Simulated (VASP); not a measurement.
Here is the system:

```xyz
2
Lattice="3.5530 0.0000 0.0000 0.0000 3.5530 0.0000 0.0000 0.0000 3.5530" Properties=species:S:1:pos:R:3 pbc="T T T"
Cs     0.0000     0.0000     0.0000
Cl     1.7765     1.7765     1.7765
```

Level of theory: LDA (Ceperley-Alder, Perdew-Zunger), VASP's LDA PAW potentials (set 64) (plane waves; VASP). Settings: 500 eV cut-off, 8×8×8 Γ-centred mesh, Gaussian smearing of 0.050 eV, potentials Cs_sv Cl.

Unless said otherwise, spin-orbit coupling is left out, though it shifts the bands of the heavy elements here.

Predict the energy per atom (σ→0), pressure, band gap (on the k-mesh) with the smallest direct gap where there is one.

```yaml
band gap (on the k-mesh): 3.86 eV
smallest direct gap (on the k-mesh): 3.86 eV
energy per atom (σ→0): -3.253 eV/atom
pressure: 19.92 GPa
```

The absolute energy has meaning only against runs of the same code, potentials and settings.

The compound is CsCl in the CsCl type structure. It was relaxed first under an external pressure of 20 GPa.
